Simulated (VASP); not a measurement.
# A VASP study of In2Ni3S2 (PBEsol + U): structure first, properties next, part 5 of 8

What structure and properties does PBEsol + U give In2Ni3S2, and how near are they to the measured ones? The start is a computed cell from the Materials Project.

VASP 6.6.1; PBEsol, DFT+U (Ni d 4 eV), spin-polarised from a ferromagnetic start; plane waves and PAW (In_d, Ni, S).

Still holding for the runs below: The k-mesh is coarse for a metal.

So far. Step 3 (Second relaxation): It ends with a largest force of 0.005 eV/Å and a pressure of -0.05 GPa. The volume moved by only 0.04 %, so the volume is settled. Step 4 (Density, ELF and potential (PBEsol + U)): In this run the pressure is -0.06 GPa, small enough to go on; single stress components reach 0.06 GPa. The relaxed cell has a = 5.255, c = 13.360 Å (conventional setting).

**5. Bands along the symmetry lines (PBEsol + U)**

The mesh alone shows little of the dispersion and can miss band extrema, so KPOINTS_OPT adds a path through the symmetry points after the self-consistent cycle.

INCAR

```
SYSTEM = In2Ni3S2
PREC = Accurate
ENCUT = 400
EDIFF = 1E-06
NELM = 100
ISMEAR = 0
SIGMA = 0.05
LREAL = .FALSE.
ALGO = Normal
GGA = PS
NBANDS = 58
ISPIN = 2
MAGMOM = 0 0 1 1 1 0 0
LDAU = .TRUE.
LDAUTYPE = 2
LDAUL = -1 2 -1
LDAUU = 0 4 0
LDAUJ = 0 0 0
LDAUPRINT = 1
LASPH = .TRUE.
LMAXMIX = 4
LORBIT = 11
LWAVE = .FALSE.
LCHARG = .FALSE.
KPAR = 4
```

POSCAR

```
In2Ni3S2
1.0
    2.6273708300      1.5169132559      4.4533147598
   -2.6273708300      1.5169132559      4.4533147598
    0.0000000000     -3.0338265120      4.4533147598
In Ni S
2 3 2
Direct
    0.5000000000      0.5000000000      0.5000000000
    0.0000000000      0.0000000000      0.0000000000
    0.5000000000      0.0000000000      0.0000000000
    0.0000000000      0.5000000000      0.0000000000
    0.0000000000      0.0000000000      0.5000000000
    0.7229644029      0.7229644029      0.7229644029
    0.2770355971      0.2770355971      0.2770355971
```

KPOINTS

```
Automatic mesh
0
Gamma
5 5 5
0 0 0
```

KPOINTS_OPT

```
Line mode
12
Line-mode
Reciprocal
  0.00000000   0.00000000   0.00000000 GAMMA
  0.50000000   0.00000000   0.00000000 L

  0.50000000   0.00000000   0.00000000 L
  0.50000000   0.24401722  -0.24401722 B1

  0.75598278   0.50000000   0.24401722 B
  0.50000000   0.50000000   0.50000000 Z

  0.50000000   0.50000000   0.50000000 Z
  0.00000000   0.00000000   0.00000000 GAMMA

  0.00000000   0.00000000   0.00000000 GAMMA
  0.37200861   0.00000000  -0.37200861 X

  0.62799139   0.37200861   0.00000000 Q
  0.50000000   0.50000000   0.00000000 F

  0.50000000   0.50000000   0.00000000 F
  0.62799139   0.62799139   0.24401722 P1

  0.62799139   0.62799139   0.24401722 P1
  0.50000000   0.50000000   0.50000000 Z

  0.50000000   0.00000000   0.00000000 L
  0.75598278   0.37200861   0.37200861 P
```

Potentials, in the order of the species: In_d, Ni and S (PBE family, release 64).

Run with:

```console
$ mpirun -np 4 vasp_std
```

The log of the run:

```text
[... set-up lines as in an earlier step ...]
 entering main loop
       N       E                     dE             d eps       ncg     rms          rms(c)
DAV:   1     0.607535813303E+03    0.60754E+03   -0.23274E+04  4510   0.133E+03
DAV:   2     0.612672938273E+02   -0.54627E+03   -0.50590E+03  4408   0.351E+02
DAV:   3    -0.263131935170E+02   -0.87580E+02   -0.83600E+02  4762   0.147E+02
DAV:   4    -0.308093815614E+02   -0.44962E+01   -0.44617E+01  5278   0.353E+01
DAV:   5    -0.309773961602E+02   -0.16801E+00   -0.16793E+00  6624   0.645E+00    0.225E+01
DAV:   6    -0.319749460777E+02   -0.99755E+00   -0.11929E+01  5614   0.464E+01    0.169E+01
DAV:   7    -0.296488483876E+02    0.23261E+01   -0.62800E+00  5740   0.387E+01    0.804E+00
DAV:   8    -0.295656810725E+02    0.83167E-01   -0.80047E-01  6278   0.718E+00    0.241E+00
DAV:   9    -0.295916876642E+02   -0.26007E-01   -0.21826E-01  5378   0.408E+00    0.128E+00
DAV:  10    -0.295943588205E+02   -0.26712E-02   -0.29800E-02  5982   0.120E+00    0.835E-01
DAV:  11    -0.295962258786E+02   -0.18671E-02   -0.92383E-03  5726   0.802E-01    0.360E-01
DAV:  12    -0.295967558944E+02   -0.53002E-03   -0.23976E-03  5298   0.444E-01    0.209E-01
DAV:  13    -0.295968693756E+02   -0.11348E-03   -0.50319E-04  5420   0.122E-01    0.144E-01
DAV:  14    -0.295969475283E+02   -0.78153E-04   -0.74387E-05  6444   0.820E-02    0.494E-02
DAV:  15    -0.295969599548E+02   -0.12427E-04   -0.67363E-05  5592   0.596E-02    0.197E-02
DAV:  16    -0.295969614022E+02   -0.14473E-05   -0.88536E-06  4524   0.191E-02    0.829E-03
DAV:  17    -0.295969616742E+02   -0.27206E-06   -0.51371E-07  2572   0.633E-03
   1 F= -.29596962E+02 E0= -.29596285E+02  d E =-.135399E-02  mag=     0.0001
 Start KPOINTS_OPT (optional k-point list driver)
k-point batch [1-19\108]
       N       E                     dE             ncg
DAV:   1     0.140512551207E+05   -0.48419E+04     4472
DAV:   2     0.378770641729E+04   -0.10264E+05     4416
DAV:   3     0.214844407098E+04   -0.16393E+04     4792
DAV:   4     0.206645252556E+04   -0.81992E+02     5344
DAV:   5     0.206336918804E+04   -0.30833E+01     6526
DAV:   6     0.206331209650E+04   -0.57092E-01     6064
DAV:   7     0.206330956734E+04   -0.25292E-02     6536
DAV:   8     0.206330950192E+04   -0.65424E-04     6144
DAV:   9     0.206330950020E+04   -0.17135E-05     3842
DAV:  10     0.206330949971E+04   -0.49842E-06     3312
[...]
k-point batch [96-108\108]
       N       E                     dE             ncg
DAV:   1     0.182164093754E+05   -0.97577E+04     3040
DAV:   2     0.111521832279E+05   -0.70642E+04     3016
DAV:   3     0.100177493768E+05   -0.11344E+04     3282
DAV:   4     0.995912795723E+04   -0.58621E+02     3502
DAV:   5     0.995692933559E+04   -0.21986E+01     4496
DAV:   6     0.995689114960E+04   -0.38186E-01     3990
DAV:   7     0.995688932766E+04   -0.18219E-02     4544
DAV:   8     0.995688928316E+04   -0.44500E-04     3954
DAV:   9     0.995688928195E+04   -0.12140E-05     2736
DAV:  10     0.995688928157E+04   -0.37089E-06     2162
```

Elapsed: 2.1 min, on 4 MPI ranks of Intel Xeon Platinum 8488C (Sapphire Rapids), shared host; peak memory 1.5 GiB; 8.2 min of CPU time.

OUTCAR, selected parts (step 5):

```text
   k-points           NKPTS =     19   k-points in BZ     NKDIM =     19   number of bands    NBANDS=     58

   NELECT =      68.0000    total number of electrons

atom =   3  type =  2  l = 2

 onsite density matrix

spin component  1

  0.8869  0.0157 -0.0341  0.0394 -0.0070
  0.0157  0.8894  0.0213 -0.0578  0.0213
 -0.0341  0.0213  0.8768  0.0369 -0.0197
  0.0394 -0.0578  0.0369  0.8227  0.0157
 -0.0070  0.0213 -0.0197  0.0157  0.8950

spin component  2

  0.8870  0.0157 -0.0341  0.0394 -0.0070
  0.0157  0.8894  0.0213 -0.0578  0.0213
 -0.0341  0.0213  0.8768  0.0369 -0.0197
  0.0394 -0.0578  0.0369  0.8227  0.0157
 -0.0070  0.0213 -0.0197  0.0157  0.8950

 occupancies and eigenvectors

  o =  0.7455  v =  0.3499 -0.4137  0.3901 -0.7165  0.2020  0.0000  0.0000  0.0000  0.0000  0.0000      0.0000  0.0000  0.0000  0.0000  0.0000  0.0000  0.0000  0.0000  0.0000  0.0000
  o =  0.7455  v =  0.0000  0.0000  0.0000  0.0000  0.0000  0.3499 -0.4137  0.3901 -0.7166  0.2020      0.0000  0.0000  0.0000  0.0000  0.0000  0.0000  0.0000  0.0000  0.0000  0.0000
  o =  0.8835  v = -0.4196 -0.2776 -0.6760 -0.4809 -0.2422  0.0000  0.0000  0.0000  0.0000  0.0000      0.0000  0.0000  0.0000  0.0000  0.0000  0.0000  0.0000  0.0000  0.0000  0.0000
  o =  0.8835  v =  0.0000  0.0000  0.0000  0.0000  0.0000 -0.4196 -0.2776 -0.6759 -0.4809 -0.2423      0.0000  0.0000  0.0000  0.0000  0.0000  0.0000  0.0000  0.0000  0.0000  0.0000
  o =  0.8939  v =  0.0000  0.0000  0.0000  0.0000  0.0000 -0.4606 -0.3368  0.0000  0.1944  0.7979      0.0000  0.0000  0.0000  0.0000  0.0000  0.0000  0.0000  0.0000  0.0000  0.0000
  o =  0.8939  v = -0.4606 -0.3371  0.0000  0.1946  0.7977  0.0000  0.0000  0.0000  0.0000  0.0000      0.0000  0.0000  0.0000  0.0000  0.0000  0.0000  0.0000  0.0000  0.0000  0.0000
  o =  0.9199  v = -0.6719 -0.0421  0.6252 -0.0729 -0.3879  0.0000  0.0000  0.0000  0.0000  0.0000      0.0000  0.0000  0.0000  0.0000  0.0000  0.0000  0.0000  0.0000  0.0000  0.0000
  o =  0.9199  v =  0.0000  0.0000  0.0000  0.0000  0.0000 -0.6719 -0.0420  0.6253 -0.0728 -0.3879      0.0000  0.0000  0.0000  0.0000  0.0000  0.0000  0.0000  0.0000  0.0000  0.0000
  o =  0.9279  v = -0.1946  0.7977 -0.0000 -0.4606  0.3371  0.0000  0.0000  0.0000  0.0000  0.0000      0.0000  0.0000  0.0000  0.0000  0.0000  0.0000  0.0000  0.0000  0.0000  0.0000
  o =  0.9279  v =  0.0000  0.0000  0.0000  0.0000  0.0000 -0.1944  0.7979 -0.0000 -0.4606  0.3368      0.0000  0.0000  0.0000  0.0000  0.0000  0.0000  0.0000  0.0000  0.0000  0.0000

atom =   4  type =  2  l = 2

 onsite density matrix

spin component  1

  0.8869 -0.0157  0.0341  0.0394  0.0070
 -0.0157  0.8894  0.0213  0.0578  0.0213
  0.0341  0.0213  0.8768 -0.0369 -0.0197
  0.0394  0.0578 -0.0369  0.8227 -0.0157
  0.0070  0.0213 -0.0197 -0.0157  0.8950

spin component  2

  0.8870 -0.0157  0.0341  0.0394  0.0070
 -0.0157  0.8894  0.0213  0.0578  0.0213
  0.0341  0.0213  0.8768 -0.0369 -0.0197
  0.0394  0.0578 -0.0369  0.8227 -0.0157
  0.0070  0.0213 -0.0197 -0.0157  0.8950

 occupancies and eigenvectors

  o =  0.7455  v = -0.3499 -0.4137  0.3901  0.7165  0.2020  0.0000  0.0000  0.0000  0.0000  0.0000      0.0000  0.0000  0.0000  0.0000  0.0000  0.0000  0.0000  0.0000  0.0000  0.0000
  o =  0.7455  v =  0.0000  0.0000  0.0000  0.0000  0.0000 -0.3499 -0.4137  0.3901  0.7166  0.2020      0.0000  0.0000  0.0000  0.0000  0.0000  0.0000  0.0000  0.0000  0.0000  0.0000
  o =  0.8835  v =  0.4196 -0.2776 -0.6760  0.4809 -0.2422  0.0000  0.0000  0.0000  0.0000  0.0000      0.0000  0.0000  0.0000  0.0000  0.0000  0.0000  0.0000  0.0000  0.0000  0.0000
  o =  0.8835  v =  0.0000  0.0000  0.0000  0.0000  0.0000  0.4196 -0.2776 -0.6759  0.4809 -0.2423      0.0000  0.0000  0.0000  0.0000  0.0000  0.0000  0.0000  0.0000  0.0000  0.0000
  o =  0.8939  v =  0.0000  0.0000  0.0000  0.0000  0.0000  0.4606 -0.3368  0.0000 -0.1944  0.7979      0.0000  0.0000  0.0000  0.0000  0.0000  0.0000  0.0000  0.0000  0.0000  0.0000
[...]
0.0122  0.0000  0.0000  0.9228  0.0000
 -0.0000  0.0485  0.0394  0.0000  0.8829

 occupancies and eigenvectors

  o =  0.7455  v =  0.0000 -0.8274 -0.3901 -0.0000  0.4041  0.0000  0.0000  0.0000  0.0000  0.0000      0.0000  0.0000  0.0000  0.0000  0.0000  0.0000  0.0000  0.0000  0.0000  0.0000
  o =  0.7455  v =  0.0000  0.0000  0.0000  0.0000  0.0000  0.0000 -0.8274 -0.3901 -0.0000  0.4040      0.0000  0.0000  0.0000  0.0000  0.0000  0.0000  0.0000  0.0000  0.0000  0.0000
  o =  0.8835  v =  0.0000 -0.5553  0.6760 -0.0000 -0.4845  0.0000  0.0000  0.0000  0.0000  0.0000      0.0000  0.0000  0.0000  0.0000  0.0000  0.0000  0.0000  0.0000  0.0000  0.0000
  o =  0.8835  v =  0.0000  0.0000  0.0000  0.0000  0.0000  0.0000 -0.5552  0.6759 -0.0000 -0.4846      0.0000  0.0000  0.0000  0.0000  0.0000  0.0000  0.0000  0.0000  0.0000  0.0000
  o =  0.8939  v =  0.0000  0.0000  0.0000  0.0000  0.0000  0.9213  0.0000 -0.0000 -0.3889  0.0000      0.0000  0.0000  0.0000  0.0000  0.0000  0.0000  0.0000  0.0000  0.0000  0.0000
  o =  0.8939  v =  0.9211  0.0000 -0.0000 -0.3893  0.0000  0.0000  0.0000  0.0000  0.0000  0.0000      0.0000  0.0000  0.0000  0.0000  0.0000  0.0000  0.0000  0.0000  0.0000  0.0000
  o =  0.9199  v =  0.0000  0.0842  0.6252  0.0000  0.7759  0.0000  0.0000  0.0000  0.0000  0.0000      0.0000  0.0000  0.0000  0.0000  0.0000  0.0000  0.0000  0.0000  0.0000  0.0000
  o =  0.9199  v =  0.0000  0.0000  0.0000  0.0000  0.0000  0.0000  0.0841  0.6253  0.0000  0.7759      0.0000  0.0000  0.0000  0.0000  0.0000  0.0000  0.0000  0.0000  0.0000  0.0000
  o =  0.9279  v =  0.3893 -0.0000 -0.0000  0.9211 -0.0000  0.0000  0.0000  0.0000  0.0000  0.0000      0.0000  0.0000  0.0000  0.0000  0.0000  0.0000  0.0000  0.0000  0.0000  0.0000
  o =  0.9279  v =  0.0000  0.0000  0.0000  0.0000  0.0000  0.3889 -0.0000 -0.0000  0.9213 -0.0000      0.0000  0.0000  0.0000  0.0000  0.0000  0.0000  0.0000  0.0000  0.0000  0.0000

 E-fermi :   8.9568

 spin component 1
 k-point     1 :       0.0000    0.0000    0.0000
  band No.  band energies     occupation
    ...
     32       7.3797      1.00000
     33       7.3797      1.00000
     34       7.7315      1.00000
     35       8.4195      1.00000
     36       8.4195      1.00000
     37       9.3883      0.00000
     38       9.6121      0.00000
     39      13.0862      0.00000
     40      13.0862      0.00000
     41      14.2254      0.00000
    ...

 k-point     2 :       0.2000    0.0000    0.0000
  band No.  band energies     occupation
    ...
     31       7.0125      1.00000
     32       7.2029      1.00000
     33       7.8517      1.00000
     34       8.1793      1.00000
     35       8.8390      0.99957
     36       9.0461      0.00576
     37       9.9682      0.00000
     38      10.9280      0.00000
     39      13.0162      0.00000
     40      13.1743      0.00000
    ...

  Total       -0.0431576     -0.0431576     -0.0264759      0.0000000      0.0000000      0.0000000
  in kB       -0.6493081     -0.6493081     -0.3983319      0.0000000      0.0000000      0.0000000
  external PRESSURE =      -0.5656493 kB  Pullay stress =       0.0000000 kB

 POSITION                                       TOTAL-FORCE (eV/Angst)
 -----------------------------------------------------------------------------------
      0.00000     -0.00000      6.67997        -0.000000     -0.000000     -0.000000
      0.00000      0.00000      0.00000        -0.000000     -0.000000     -0.000000
      1.31369      0.75846      2.22666        -0.000000     -0.000000     -0.000000
     -1.31369      0.75846      2.22666        -0.000000     -0.000000     -0.000000
      0.00000     -1.51691      2.22666         0.000000     -0.000000     -0.000000
      0.00000     -0.00000      9.65876        -0.000000      0.000000     -0.005048
      0.00000     -0.00000      3.70118        -0.000000     -0.000000      0.005048
 -----------------------------------------------------------------------------------
    total drift:                               -0.000000      0.000000      0.000000

  FREE ENERGIE OF THE ION-ELECTRON SYSTEM (eV)
  ---------------------------------------------------
  free  energy   TOTEN  =       -29.5969616742 eV

  energy  without entropy=      -29.5956076866  energy(sigma->0) =      -29.59628468

 magnetization (x)
# of ion       s       p       d       tot
------------------------------------------
    1       -0.000   0.000  -0.000  -0.000
    2       -0.000   0.000   0.000   0.000
    3       -0.000  -0.000   0.000   0.000
    4       -0.000  -0.000   0.000   0.000
    5       -0.000  -0.000   0.000   0.000
    6       -0.000  -0.000   0.000  -0.000
    7       -0.000  -0.000   0.000  -0.000
--------------------------------------------------
tot         -0.000  -0.000   0.000   0.000

[... 8 parts as in an earlier step ...]

[... 13 further parts left out ...]
```

Spin-orbit coupling is off here; it can split and shift levels that hold much weight on In by tenths of an eV or more.

Numbers from this step:

```yaml
bands: 58
pressure: -0.05656 GPa
```

Both spin channels agree. The electronic bands at the labelled points (eV, zero at the Fermi level; # counts the bands kept in this run, so #1 is VASP's band 13):

```csv
point,#19,#20,#21,#22,#23,#24,#25,#26
Γ,-1.88,-1.58,-1.58,-1.23,-0.54,-0.54,0.43,0.66
0.45 of the way,-1.92,-1.78,-0.99,-0.73,-0.07,0.26,1.12,2.30
L,-1.95,-1.75,-0.49,-0.27,0.98,1.05,2.07,2.94
0.45 of the way,-1.84,-1.77,-1.04,0.05,0.43,1.51,2.54,2.76
B1,-1.71,-1.60,-1.39,-0.08,-0.05,2.11,2.68,3.66
jump to B,-1.71,-1.60,-1.39,-0.08,-0.05,2.11,2.68,3.66
0.45 of the way,-1.73,-1.54,-1.03,-0.28,0.10,1.72,2.70,2.92
Z,-1.92,-1.23,-0.32,-0.32,0.66,0.66,2.26,3.81
0.55 of the way,-1.91,-1.23,-1.07,-1.07,0.06,0.06,1.06,2.42
Γ,-1.88,-1.58,-1.58,-1.23,-0.54,-0.54,0.43,0.66
0.55 of the way,-1.85,-1.65,-1.50,-0.08,0.28,1.05,1.69,2.60
X,-1.76,-1.58,-1.28,-0.59,0.61,2.12,2.56,2.77
jump to Q,-1.76,-1.58,-1.28,-0.59,0.61,2.12,2.56,2.77
0.45 of the way,-1.71,-1.55,-1.21,-0.92,0.96,1.64,2.86,3.15
F,-1.58,-1.40,-1.20,-1.11,1.23,1.34,2.81,3.42
0.45 of the way,-1.68,-1.48,-1.19,-0.97,1.10,1.58,2.74,3.26
P1,-1.79,-1.49,-1.20,-0.70,0.74,2.25,2.28,2.79
0.55 of the way,-1.87,-1.42,-0.64,-0.49,0.32,1.16,2.86,3.08
Z,-1.92,-1.23,-0.32,-0.32,0.66,0.66,2.26,3.81
jump to L,-1.95,-1.75,-0.49,-0.27,0.98,1.05,2.07,2.94
0.45 of the way,-1.94,-1.54,-0.70,-0.51,0.44,1.90,1.96,3.19
P,-1.79,-1.49,-1.20,-0.70,0.74,2.25,2.28,2.79
```

Of the projections kept (In, Ni, S), the largest for each band there, as a share of the weight inside these atoms' spheres; weight between the spheres isn't counted:

```
point      #19      #20      #21      #22      #23      #24      #25      #26
    Γ  Ni 0.51  In 0.57  In 0.57  Ni 1.00  Ni 0.85  Ni 0.85  Ni 0.62  Ni 0.73
    L  Ni 0.99  Ni 0.86  Ni 0.90  Ni 0.58  Ni 0.48  Ni 0.46  Ni 0.48  In 0.46
   B1  Ni 0.93  Ni 0.73  Ni 0.71  Ni 0.65  Ni 0.69  Ni 0.48  Ni 0.56  In 0.41
    B  Ni 0.93  Ni 0.73  Ni 0.71  Ni 0.65  Ni 0.69  Ni 0.48  Ni 0.56  In 0.41
    Z  Ni 0.99  Ni 1.00  Ni 0.86  Ni 0.86  In 0.44  In 0.44  Ni 0.51  In 0.69
    Γ  Ni 0.51  In 0.57  In 0.57  Ni 1.00  Ni 0.85  Ni 0.85  Ni 0.62  Ni 0.73
```

There is no gap at this level.

(Continued in part 6 of 8.)

[Lines on the potential files, build, host, timing and source positions are cut from VASP's logs without a mark.]

[Logs are printed without paths, hosts, clocks, repeated set-up lines and the standing remarks that a program may print on its own settings, such as how far it seeks lower states.]

[Hosts, paths, dates, database ids (printed as entryN), source tags and the programs' standing remarks are cut or masked in the printed files.]

[A measured line is paired with the nearest computed mode of its activity, which favours agreement.]

[In band tables of VASP the shares of atoms and orbitals are scaled to a sum of 1 inside the atoms' spheres.]
